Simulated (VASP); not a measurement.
```
CELL_PARAMETERS angstrom
      0.00000     2.69272     2.69272
      2.69272     0.00000     2.69272
      2.69272     2.69272     0.00000
ATOMIC_POSITIONS crystal
  Zn 0.00000 0.00000 0.00000
  S  0.25000 0.25000 0.25000
```

These are PBE GGA with D3 dispersion (zero damping), VASP's PBE PAW potentials (set 64) (plane waves; VASP 6.6.1) values and carry that method's errors. Run with 520 eV cut-off, 9×9×9 Γ-centred mesh, Gaussian smearing of 0.050 eV, potentials Zn S.

Q: Give the energy at these volumes per atom, relative to the lowest: 18.35, 18.93, 19.52, 20.10, 20.69 Å³.

A: 19.6, 4.7, 0.0, 4.0, 15.3 meV/atom. A third-order Birch-Murnaghan fit gives B0 = 78.8 GPa and B0′ = 4.6.

Measured: bulk modulus 77.1 GPa (computed value off by +2.2 %), as given by Cormac Toher et al., Physical Review Materials (2017), arXiv:1611.05714; a 5.410 Å (computed value off by -0.5 %), as given by Martin Albrecht et al., Physical review. B, Condensed matter (1997), arXiv:cond-mat/9706128. The calculation is for a static lattice, while the measured bulk modulus, a hold thermal and zero-point effects, which are part of the difference.

The compound is ZnS in the zinc blende structure. It was relaxed first.
